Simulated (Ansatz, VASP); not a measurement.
# Cross-check of SrCl2 between VASP and Ansatz

One calculation is typed for both programs; each brings its own data sets and cutoff. How far apart do they land?

Main program and level: Ansatz 0.2.0; plane waves, with VASP 6.6.1 beside it; relaxation of cell and atoms at PBE with D3(BJ).

**1. Starting point**

The structure is cubic, space group Fm-3m (No. 225). Conventional cell: a = 6.977 Å, b = 6.977 Å, c = 6.977 Å, α = 90.00°, β = 90.00°, γ = 90.00°. Sr has 8 Cl at 3.02 Å nearest. Nearest to Cl lie 4 Sr at 3.02 Å. Farther neighbours and most contacts between anions are not listed.

**2. VASP: relaxation of cell and atoms, PBE with D3(BJ)**

The relaxed volume is the usual yardstick between codes: its relative difference is about their pressure difference at one cell divided by the bulk modulus.

Lines of VASP's logs that name or quote its potential files are left out, and so is its time.

INCAR

```
SYSTEM = SrCl2
PREC = Accurate
ENCUT = 400
EDIFF = 1E-06
NELM = 100
ISMEAR = 0
SIGMA = 0.05
LREAL = .FALSE.
ALGO = Normal
GGA = PE
IVDW = 12
LORBIT = 11
LWAVE = .FALSE.
LCHARG = .FALSE.
IBRION = 2
NSW = 60
ISIF = 3
EDIFFG = -0.01
```

POSCAR

```
SrCl2
1.0
    0.0000000000      3.4883500000      3.4883500000
    3.4883500000      0.0000000000      3.4883500000
    3.4883500000      3.4883500000      0.0000000000
Sr Cl
1 2
Direct
    0.0000000000      0.0000000000      0.0000000000
    0.7500000000      0.7500000000      0.7500000000
    0.2500000000      0.2500000000      0.2500000000
```

KPOINTS

```
Automatic mesh
0
Gamma
6 6 6
0 0 0
```

The projector-augmented-wave data sets are Sr_sv and Cl (PBE family, release 64).

Started as:

```console
$ mpirun -np 1 vasp_std
```

Numbers of over 12 decimals in the logs are rounded to 6 here.

Output:

```text
[banner, memory and clock lines left out]
running    1 mpi-ranks, on    1 nodes
 distrk:  each k-point on    1 cores,    1 groups
 distr:  one band on    1 cores,    1 groups

 POSCAR found type information on POSCAR SrCl
 POSCAR found :  2 types and       3 ions
 LDA part: xc-table for (Slater+PW92), standard interpolation
 POSCAR, INCAR and KPOINTS ok, starting setup
 FFT: planning ... GRIDC
 FFT: planning ... GRID_SOFT
 FFT: planning ... GRID
 WAVECAR not read
 entering main loop
       N       E                     dE             d eps       ncg     rms          rms(c)
DAV:   1     0.134121126916E+03    0.13412E+03   -0.10170E+04   512   0.109E+03
DAV:   2    -0.508045122873E+01   -0.13920E+03   -0.13604E+03   656   0.231E+02
DAV:   3    -0.128706048125E+02   -0.77902E+01   -0.77841E+01   744   0.587E+01
DAV:   4    -0.130562131023E+02   -0.18561E+00   -0.18557E+00   872   0.708E+00
DAV:   5    -0.130582425138E+02   -0.20294E-02   -0.20294E-02   736   0.655E-01    0.130E+01
DAV:   6    -0.127625109435E+02    0.29573E+00   -0.78003E-01   664   0.507E+00    0.845E+00
DAV:   7    -0.127725425090E+02   -0.10032E-01   -0.45480E-01   808   0.416E+00    0.204E+00
DAV:   8    -0.127769258394E+02   -0.43833E-02   -0.63508E-02   632   0.147E+00    0.317E-01
DAV:   9    -0.127783505963E+02   -0.14248E-02   -0.24599E-03   712   0.306E-01    0.119E-01
DAV:  10    -0.127797013625E+02   -0.13508E-02   -0.11405E-03   568   0.221E-01    0.302E-02
DAV:  11    -0.127797797070E+02   -0.78344E-04   -0.10446E-04   808   0.575E-02    0.372E-02
DAV:  12    -0.127797913227E+02   -0.11616E-04   -0.14607E-05   600   0.219E-02    0.123E-02
DAV:  13    -0.127797943282E+02   -0.30055E-05   -0.74841E-06   664   0.150E-02    0.295E-03
DAV:  14    -0.127797942970E+02    0.31250E-07   -0.26777E-07   528   0.379E-03
   1 F= -.13444120E+02 E0= -.13444120E+02  d E =-.134441E+02
 curvature:   0.00 expect dE= 0.000E+00 dE for cont linesearch  0.000E+00
 trial: gam= 0.00000 g(F)=  0.147E-48 g(S)=  0.790E-03 ort = 0.000E+00 (trialstep = 0.100E+01)
 search vector abs. value=  0.790E-03
 bond charge predicted
       N       E                     dE             d eps       ncg     rms          rms(c)
DAV:   1    -0.127813735540E+02   -0.15792E-02   -0.12658E-01   624   0.255E+00    0.523E-01
DAV:   2    -0.127768416883E+02    0.45319E-02   -0.10832E-02   584   0.683E-01    0.182E-01
DAV:   3    -0.127758918174E+02    0.94987E-03   -0.29862E-03   920   0.333E-01    0.128E-01
DAV:   4    -0.127759141139E+02   -0.22297E-04   -0.20439E-04   912   0.822E-02    0.843E-02
DAV:   5    -0.127759508560E+02   -0.36742E-04   -0.85359E-05   920   0.479E-02    0.226E-02
DAV:   6    -0.127759540560E+02   -0.32000E-05   -0.34370E-06   680   0.143E-02    0.399E-03
DAV:   7    -0.127759549613E+02   -0.90528E-06   -0.23292E-07   432   0.446E-03
   2 F= -.13444535E+02 E0= -.13444535E+02  d E =-.415125E-03
 trial-energy change:   -0.000415  1 .order   -0.000415   -0.000790   -0.000041
 step:   1.0542(harm=  1.0542)  dis= 0.00000  next Energy=   -13.444536 (dE=-0.416E-03)
 reached required accuracy - stopping structural energy minimisation
```

OUTCAR, selected parts (step 2):

```text
ion  position               nearest neighbor table
   1  0.000  0.000  0.000-   2 3.02   2 3.02   2 3.02   2 3.02   3 3.02   3 3.02   3 3.02   3 3.02

  LATTYP: Found a face centered cubic cell.
 ALAT       =     6.9767000000

 Subroutine GETGRP returns: Found 48 space group operations
 (whereof 48 operations were pure point group operations)

The static configuration has the point symmetry O_h .

 Found     16 irreducible k-points:

   k-points           NKPTS =     16   k-points in BZ     NKDIM =     16   number of bands    NBANDS=     16

   dimension x,y,z NGX =    32 NGY =   32 NGZ =   32
   dimension x,y,z NGXF=    64 NGYF=   64 NGZF=   64

   ENCUT  =  400.0 eV  29.40 Ry    5.42 a.u.   8.04  8.04  8.04*2*pi/ulx,y,z

   NELECT =      24.0000    total number of electrons

 k-points in reciprocal lattice and weights: Automatic mesh
   0.00000000  0.00000000  0.00000000       0.005
   0.16666667  0.00000000  0.00000000       0.037
   0.33333333  0.00000000  0.00000000       0.037
   0.50000000  0.00000000  0.00000000       0.019
   0.16666667  0.16666667  0.00000000       0.028
   0.33333333  0.16666667  0.00000000       0.111
   0.50000000  0.16666667  0.00000000       0.111
  -0.33333333  0.16666667  0.00000000       0.111
  -0.16666667  0.16666667  0.00000000       0.056
[...]
-0.33333333  0.33333333  0.16666667       0.111
  -0.33333333  0.50000000  0.16666667       0.056

 Edisp (eV)   -0.66433

 average (electrostatic) potential at core
       1 -38.6856       2 -93.0935       3 -93.0935

 E-fermi :   0.4427

 k-point     1 :       0.0000    0.0000    0.0000
  band No.  band energies     occupation
    ...
      8      -1.9532      2.00000
      9      -1.9532      2.00000
     10      -0.1452      2.00000
     11      -0.1452      2.00000
     12      -0.1452      2.00000
     13       5.5534      0.00000
     14       6.2880      0.00000
     15       6.2880      0.00000
     16       9.2390      0.00000

 k-point     2 :       0.1667    0.0000    0.0000
  band No.  band energies     occupation
    ...
      8      -1.8510      2.00000
      9      -1.7650      2.00000
     10      -0.4584      2.00000
     11      -0.2959      2.00000
     12      -0.2959      2.00000
     13       6.1469      0.00000
     14       6.4984      0.00000
     15       6.4984      0.00000
     16       8.2293      0.00000

 k-point     3 :       0.3333    0.0000    0.0000
  band No.  band energies     occupation
    ...
      8      -1.5930      2.00000
      9      -1.4069      2.00000
     10      -0.9822      2.00000
     11      -0.6289      2.00000
     12      -0.6289      2.00000
     13       6.8214      0.00000
     14       6.8214      0.00000
     15       7.0434      0.00000
     16       8.2337      0.00000

 Edisp (eV)   -0.66858

  Total      -0.00658    -0.00658    -0.00658     0.00000     0.00000     0.00000
  in kB      -0.12492    -0.12492    -0.12492     0.00000     0.00000     0.00000
  external pressure =       -0.12 kB  Pullay stress =        0.00 kB

  energy-cutoff  :      400.00
  volume of cell :       84.37
      direct lattice vectors                 reciprocal lattice vectors
     0.000000000  3.481173594  3.481173594    -0.143629723  0.143629723  0.143629723
     3.481173594  0.000000000  3.481173594     0.143629723 -0.143629723  0.143629723
     3.481173594  3.481173594 -0.000000000     0.143629723  0.143629723 -0.143629723

 POSITION                                       TOTAL-FORCE (eV/Angst)
 -----------------------------------------------------------------------------------
      3.48117      0.00000      3.48117        -0.000000      0.000000     -0.000000
      5.22176      5.22176      5.22176        -0.000000     -0.000000      0.000000
      1.74059      1.74059      1.74059         0.000000      0.000000     -0.000000
 -----------------------------------------------------------------------------------
    total drift:                                0.000000     -0.000000      0.000000

  FREE ENERGIE OF THE ION-ELECTRON SYSTEM (eV)
  ---------------------------------------------------
  free  energy   TOTEN  =       -13.4445347283 eV

  energy  without entropy=      -13.4445347283  energy(sigma->0) =      -13.44453473

 reached required accuracy - stopping structural energy minimisation

 total charge
# of ion       s       p       d       tot
------------------------------------------
    1        1.997   5.769   0.155   7.920
    2        1.592   3.584   0.000   5.177
    3        1.592   3.584   0.000   5.177
--------------------------------------------------
tot          5.182  12.937   0.155  18.273

[... 3 further parts left out ...]
```

**3. Ansatz: relaxation of cell and atoms, PBE with D3(BJ)**

Ansatz runs on its default PAW (the set named soft_2) files.

The same cell, functional, mesh and smearing now go to Ansatz, which takes its cutoff from its data sets.

input.yaml

```yaml
crystal:
  lattice:
    - [0.0, 3.48835, 3.48835]
    - [3.48835, 0.0, 3.48835]
    - [3.48835, 3.48835, 0.0]
  atoms:
    - { symbol: Sr, position: [0.0, 0.0, 0.0] }
    - { symbol: Cl, position: [0.75, 0.75, 0.75] }
    - { symbol: Cl, position: [0.25, 0.25, 0.25] }
hamiltonian:
  xc: pbe
  pseudopotentials: { kind: paw }
  dispersion: d3bj
kpoints:
  mp_grid: { grid: [6, 6, 6] }
scf:
  occupations: { method: gaussian, width: 0.05 }
relax:
  f_tol: 0.01
  max_steps: 60
  cell: { stress_tol: 0.05 }
output:
  forces: true
  stress: true
```

Started as:

```console
$ ansatz run input.yaml --threads 4 --pin off --max-ram 9216MiB --backend cpu --events-out ev --progress --plain --runs-dir out
```

Output:

```text
Engine: ansatz 0.2.0, aarch64-unknown-linux-gnu
Pseudopotentials: kind: paw
Pseudopotential: Sr, paw, valence charge 10, recommended cutoff 420 eV (normal), Sr.paw.azcp
Pseudopotential: Cl, paw, valence charge 7, recommended cutoff 420 eV (normal), Cl.paw.azcp
Functional definition: PBE
  parameter kappa = 0.804
  parameter beta = 0.066725
  exchange = pbe_x(kappa = kappa, mu = beta*pi^2/3)
  correlation = pbe_c(beta = beta)
Crystal: 3 atoms, lattice volume = 84.897 Å³
Basis set: ecut = 420 eV, 1639 PW (Γ), exchange–correlation on 72×72×72 points (8 copies of the dense FFT grid, shifted against one another)
Bands: 16, of which v1, the nominal top of the filled ones, is band 12 counted from 1 (11 counted from 0)
Symmetry: 48 space group operations
Space group: Fm-3m (ITA 225), of the structure as read, at distance tolerance 4.4e-5 Å
k-points: 16 of 216
Non-local potential: Sr, projectors of the file, l = 0: 3, l = 1: 2, l = 2: 2
Non-local potential: Cl, projectors of the file, l = 0: 2, l = 1: 2, l = 2: 2
PAW form: soft (Blöchl's): semilocal exchange-correlation on the pseudo side does not see the compensation charge
PAW one-centre angular grid: Sr, 110 points (default); XC on 64 Gauss nodes
PAW one-centre angular grid: Cl, 110 points (default); XC on 64 Gauss nodes
Initial density: superposition of atomic densities (neutral atoms: chi_scale 0, normalization atom), corrected by the library's trained network
Initial wavefunctions: pseudopotential atomic-orbital guess
Functional: x = pbe(κ = 0.804, μ = 0.219515), c = pbe(β = 0.066725)
SCF iter   1: F=—  HF=-5711.388114 eV  |F-HF|=—  |Δ(HF+E_count)|=         —  Δρ=3.46e-4  dr2=5.33e-5  ethr=1.77e-3  ⟨swp⟩=9.4  Hψ=1866  notcnv=0
preconditioner: auto → none  [insulator: Δε(μ)=5.343 eV  Ē_g=14.081 eV  σ=0.050 eV  W_gap=1.00  n_scr=14 (ndim 8)  ℏωp=18.9 eV  f_vac=0.093  D(μ)=0.00/eV (n_scr^D=0)  ε∞_Penn≈2.8]
SCF iter   2: F=—  HF=-5711.389296 eV  |F-HF|=—  |Δ(HF+E_count)|=   1.18e-3  Δρ=1.79e-4  dr2=1.13e-5  ethr=2.22e-7  ⟨swp⟩=3.6  Hψ=800  notcnv=0
SCF iter   3: F=—  HF=-5711.389334 eV  |F-HF|=—  |Δ(HF+E_count)|=   3.78e-5  Δρ=8.83e-5  dr2=2.31e-6  ethr=4.72e-8  ⟨swp⟩=2.1  Hψ=374  notcnv=0
SCF iter   4: F=—  HF=-5711.389359 eV  |F-HF|=—  |Δ(HF+E_count)|=   2.47e-5  Δρ=2.25e-5  dr2=1.64e-7  ethr=9.62e-9  ⟨swp⟩=2.0  Hψ=432  notcnv=0
iter 5 did not close the SCF: its close was put off for the readings that it lacked (scf_convergence_deferred on its scf_iter line)
SCF iter   5: F=-5711.389361 eV  HF=-5711.389361 eV  |F-HF|=9.52e-8  |Δ(HF+E_count)|=   2.35e-6  Δρ=8.16e-6  dr2=3.75e-8  ethr=6.82e-10  ⟨swp⟩=2.0  Hψ=448  notcnv=0
SCF iter   6: F=-5711.389361 eV  HF=-5711.389361 eV  |F-HF|=2.01e-9  |Δ(HF+E_count)|=   1.12e-7  Δρ=3.07e-6  dr2=5.71e-9  ethr=1.56e-10  ⟨swp⟩=2.4  Hψ=902  notcnv=0
SCF 1 converged in 6 iterations: F = -5711.389361 eV  dr2 = 5.71e-9
  greatest PAW one-centre occupation: 0.986 electrons in one spin orbital (limit 2), on the Sr atom at site 0 (counted from 0), in its partial waves of l = 0
relax step   1: F+E_penalty+E_count = -5711.38936118 eV  Δ(F+E_penalty+E_count) = +0.000e0 eV  max|allowed force component| = 2.024e-18 eV/Å  Δτ_max = 0.0000 Å  P = -0.308 GPa  Ω = 84.897 Å³  (6 SCF iters, dr2 threshold 1.00e-7 eV, accepted)
[...]
relax step   2: F+E_penalty+E_count = -5711.39006869 eV  Δ(F+E_penalty+E_count) = -7.075e-4 eV  max|allowed force component| = 7.710e-18 eV/Å  Δτ_max = 0.0000 Å  P = -0.010 GPa  Ω = 84.196 Å³  energy of the carried Pulay correction = +8.380e-6 eV  (4 SCF iters, dr2 threshold 2.37e-7 eV, accepted)
[...]
relax step   3: F+E_penalty+E_count = -5711.39006043 eV  Δ(F+E_penalty+E_count) = +8.260e-6 eV  max|allowed force component| = 7.614e-18 eV/Å  Δτ_max = 0.0000 Å  P = -0.010 GPa  Ω = 84.196 Å³  stress off target by 9.92e-3 GPa  SCF on the basis re-selected at this cell (its energy is not comparable with the rows above)  (4 SCF iters)
basis re-selected at this cell: Δ(F+E_penalty+E_count) = +8.260e-6 eV, ΔP = -0.000 GPa vs the last step (what re-selecting the basis moved, of the pressure what is left beyond the Pulay correction that the steps carried, after the strain that the cell walked since its last selection, with what the two solves' SCF thresholds leave and, on support functions, any second-order correction that the steps lacked; it is no m [...]
SCF converged after 4 iterations
Free energy (F): -5711.390060 eV
Harris-Foulkes:  -5711.390060 eV  (|F-HF|=2.18e-11)
Internal energy: -5711.390060 eV  (E = F + TS)
E sigma→0 (E₀):  -5711.390060 eV
Fermi energy:    5.865874 eV
--- Per-component energies (eV) ---
  E_band       = -145.132127
  E_kinetic    = 568.927225
  E_local      = -1177.084563  (includes V_loc(G=0)·N_el)
  E_nonlocal   = 258.851600
  E_hartree    = 323.454561
  E_xc         = -389.195084
  E_vxc        = -408.183711  (∫ρ·V_xc dr)
  E_paw        = -4013.371077  (= ΣΔE_a)
  E_vpaw       = -34.552033  (= ΣTr[D̂ρ^β])
  E_aug_tail   = 0.000180  (compensation charges beyond the density's cutoff)
  E_ewald      = -1282.302678
  E_disp       = -0.670224  (pairwise vdW)
  E_smearing   = -0.000000  (= −TS)
  E_closure    = 0.000000  (closes the sum)
  Σ components = -5711.390060   (vs F -5711.390060, Δ=0.00e0)
--- Forces (eV/Å), atoms counted from 1 ---
  atom   1  Sr    -0.00000000     0.00000000    -0.00000000
  atom   2  Cl     0.00000000     0.00000000     0.00000000
  atom   3  Cl    -0.00000000    -0.00000000    -0.00000000
  max |Σ_I F_I| component: 5.78e-19 eV/Å
--- Stress (GPa, compression-positive) ---
       -0.009925      -0.000000      -0.000000
       -0.000000      -0.009925      -0.000000
       -0.000000      -0.000000      -0.009925
  P = ⅓ Tr σ = -0.0099 GPa (-0.099 kbar)
--- Relaxed structure (2 steps of the walk, 2 accepted, 1 SCFs on fresh bases) ---
  F+E_penalty+E_count = -5711.39006043 eV   max|allowed force component| = 7.614e-18 eV/Å   (the final SCF, on the basis selected at the relaxed cell)
  cell:  # Å, volume = 84.1964 Å³
    - [0, 3.478733, 3.478733]
    - [3.478733, 0, 3.478733]
    - [3.478733, 3.478733, 0]
  atoms:
    - { symbol: Sr, position: [0, 0, 0] }
    - { symbol: Cl, position: [0.750000, 0.750000, 0.750000] }
    - { symbol: Cl, position: [0.25, 0.25, 0.25] }
```

Run time: 1.5 s. Hardware: 4 threads of Arm Neoverse V2, shared host; peak memory 0.34 GiB; 4.5 s of CPU time.

**4. Differences**

Known differences besides the potentials themselves: both relaxations stop at a tolerance, which leaves soft axes loose, and VASP keeps its plane-wave basis; the cutoff is 420 eV in Ansatz and 400 eV in VASP; VASP leaves aspherical gradient terms in its spheres out (LASPH is not set), Ansatz keeps them; Ansatz adds a Pulay correction to the stress that steers its cell, VASP none. Total energies have different zeros and are not compared.

The two programs side by side:

```tsv
quantity	Ansatz	VASP	difference
volume (Å³)	84.20	84.37	-0.21 %
edge a after relaxation, in the typed setting (Å)	4.920	4.923	-0.07 %
```

The walks stopped with -0.01 GPa left in Ansatz and -0.01 GPa in VASP; each walk ends within a tolerance, so the volume difference is uncertain by about these residues over the bulk modulus, most in soft cells.

**5. Summary of results**

| Item | Value |
| --- | --- |
| difference in volume (relaxation of cell and atoms, PBE with D3(BJ)) | -0.21 % |

What this shows: The difference in volume is -0.21 % (relaxation of cell and atoms, PBE with D3(BJ)), within the 1.2 % picked in this series as the mark of a large difference, as far as the stopping tolerances let one tell. Such differences can come from data sets, numerical settings and the points named under the comparisons, not from the functional's error against experiment.

[Lines on the potential files, build, host, timing and source positions are cut from VASP's logs without a mark.]

[Logs are printed without paths, hosts, clocks, repeated set-up lines and the standing remarks that a program may print on its own settings, such as how far it seeks lower states.]

[Hosts, paths, dates, database ids (printed as entryN), source tags and the programs' standing remarks are cut or masked in the printed files.]
